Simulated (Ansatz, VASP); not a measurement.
Given: the input of a run of VASP 6.6.1 on Ca3AsP.

INCAR

```
SYSTEM = Ca3AsP
PREC = Accurate
ENCUT = 600
EDIFF = 1E-6
ISMEAR = -1
SIGMA = 0.05
LREAL = .FALSE.
LASPH = .TRUE.
NELM = 80
ALGO = Normal
ISIF = 3
LWAVE = .FALSE.
LCHARG = .FALSE.
GGA = RE
IBRION = 2
NSW = 60
EDIFFG = -0.01
```

Contents of KPOINTS:

```
Automatic mesh
0
G
  5 5 5
  0 0 0
```

File POSCAR:

```
Ca3AsP
1.0
    5.3338990000      0.0000000000      0.0000000000
    0.0000000000      5.3338990000      0.0000000000
    0.0000000000      0.0000000000      5.3338990000
As Ca P
1 3 1
Direct
    0.0000000000      0.0000000000      0.0000000000
    0.5000000000      0.5000000000      0.0000000000
    0.5000000000      0.0000000000      0.5000000000
    0.0000000000      0.5000000000      0.5000000000
    0.5000000000      0.5000000000      0.5000000000
```

Potentials or basis: VASP PAW PBE potentials, release 64 (As, Ca_sv, P).

Launch:

```sh
$ cat potpaw_PBE.64/As/POTCAR potpaw_PBE.64/Ca_sv/POTCAR potpaw_PBE.64/P/POTCAR > POTCAR
$ mpirun -np 1 vasp_std > vasp.out
```

Task: Translate it to Ansatz 0.2.0. Potentials there: Ansatz PAW.

Result: As run (the cutoff follows the program's own potentials):

The input input.yaml:

```yaml
crystal:
  lattice:
    - [5.333899, 0.0, 0.0]
    - [0.0, 5.333899, 0.0]
    - [0.0, 0.0, 5.333899]
  atoms:
    - { symbol: As, position: [0.0, 0.0, 0.0] }
    - { symbol: Ca, position: [0.5, 0.5, 0.0] }
    - { symbol: Ca, position: [0.5, 0.0, 0.5] }
    - { symbol: Ca, position: [0.0, 0.5, 0.5] }
    - { symbol: P, position: [0.5, 0.5, 0.5] }
hamiltonian:
  xc: revpbe
  pseudopotentials: { kind: paw }
kpoints:
  mp_grid: { grid: [5, 5, 5] }
scf:
  occupations: { method: fermi_dirac, width: 0.05 }
output:
  forces: true
  stress: true
  eigenvalues: true
relax:
  f_tol: 0.01
  max_steps: 40
  cell: { stress_tol: 0.05 }
```

Potentials or basis: Ansatz PAW.

Launch:

```bash
$ ansatz run input.yaml --threads 2 --pin off --max-ram 5632MiB --backend cpu --events-out ev --progress --plain --runs-dir out
```

Both were run:

|  | VASP | Ansatz | Ansatz less VASP |
| --- | --- | --- | --- |
| gap on the k mesh at the Fermi level, each at its own relaxed structure (eV) | 0.21 | 0.23 | +0.013 |
| relaxed volume (Å³/atom) | 31.16 | 31.07 | -0.091 |
| relaxed cell length with the largest relative difference (Å) | 5.381 | 5.376 | -0.0052 |
| energy change over the relaxation (meV/atom) | -3 | -2 | +0.5 |

The two sets of potentials don't hold the same shells in valence.

Caveats: the PAW data sets were made with another functional, which shifts forces and pressure a little (VASP); odd divisions of the mesh miss points on the zone boundary, where band edges often lie, so the gap on the mesh can be too wide (Ansatz); the plane-wave basis is chosen anew once the cell has moved, so the energies of steps on either side of that aren't comparable (Ansatz); the PAW data sets come from PBE, with cores solved anew for the run's functional, which leaves a small shift of forces and pressure (Ansatz).
